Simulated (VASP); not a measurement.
A convergence study with VASP on CaF2 (fluorite): a few settings are varied, all else stays as given below, so the limit is that of these other settings. The cell's lengths are 1 % over those of the tabulated start and one atom is moved, so it is off equilibrium.

```
CELL_PARAMETERS angstrom
      0.00000     2.75730     2.75730
      2.75730     0.00000     2.75730
      2.75730     2.75730     0.00000
ATOMIC_POSITIONS crystal
  Ca 0.00000 0.00000 0.00000
  F  0.25000 0.25000 0.25000
  F  0.73901 0.76099 0.76099
```

These are PBEsol GGA, VASP's PBE PAW potentials (set 64) (plane waves; VASP) values and carry that method's errors. The last row used: 700 eV cut-off, 6×6×6 Γ-centred mesh, Gaussian smearing of 0.050 eV, potentials Ca_sv F.

```
setting                      E (eV/atom)  pressure (GPa)  largest force (eV/Å)  electronic steps
---------------------------  -----------  --------------  --------------------  ----------------
ALGO = Normal, EDIFF = 1E-2      -5.9587           -1.35                 0.244                 8
ALGO = Normal, EDIFF = 1E-3      -5.9604           -4.17                 0.237                10
ALGO = Normal, EDIFF = 1E-4      -5.9604           -3.79                 0.238                11
ALGO = Normal, EDIFF = 1E-5      -5.9604           -3.75                 0.238                11
ALGO = Normal, EDIFF = 1E-6      -5.9604           -3.78                 0.238                13
ALGO = Normal, EDIFF = 1E-8      -5.9604           -3.79                 0.238                15
ALGO = Normal, EDIFF = 1E-9      -5.9604           -3.79                 0.238                19
ALGO = Fast, EDIFF = 1E-2        -5.9588           -1.52                 0.236                 9
ALGO = Fast, EDIFF = 1E-3        -5.9603           -4.17                 0.238                12
ALGO = Fast, EDIFF = 1E-4        -5.9604           -4.38                 0.238                15
ALGO = Fast, EDIFF = 1E-5        -5.9604           -3.74                 0.238                17
ALGO = Fast, EDIFF = 1E-6        -5.9604           -3.78                 0.238                20
ALGO = Fast, EDIFF = 1E-7        -5.9604           -3.80                 0.238                24
ALGO = Fast, EDIFF = 1E-8        -5.9604           -3.80                 0.238                26
ALGO = Fast, EDIFF = 1E-9        -5.9604           -3.79                 0.238                32
ALGO = All, EDIFF = 1E-2         -5.9595           -3.06                 0.228                11
ALGO = All, EDIFF = 1E-3         -5.9598           -4.02                 0.237                12
ALGO = All, EDIFF = 1E-4         -5.9603           -3.73                 0.240                16
ALGO = All, EDIFF = 1E-5         -5.9604           -3.79                 0.238                19
ALGO = All, EDIFF = 1E-6         -5.9604           -3.80                 0.238                24
ALGO = All, EDIFF = 1E-7         -5.9604           -3.79                 0.238                31
ALGO = All, EDIFF = 1E-8         -5.9604           -3.79                 0.238                33
ALGO = All, EDIFF = 1E-9         -5.9604           -3.79                 0.238                44
```

Left out are rungs that failed or repeat a setting and relaxations that didn't move; long series are thinned to 24 rows.

The compound is CaF2 in the fluorite structure. The cell was not relaxed at this level, it is distorted from the ideal structure.
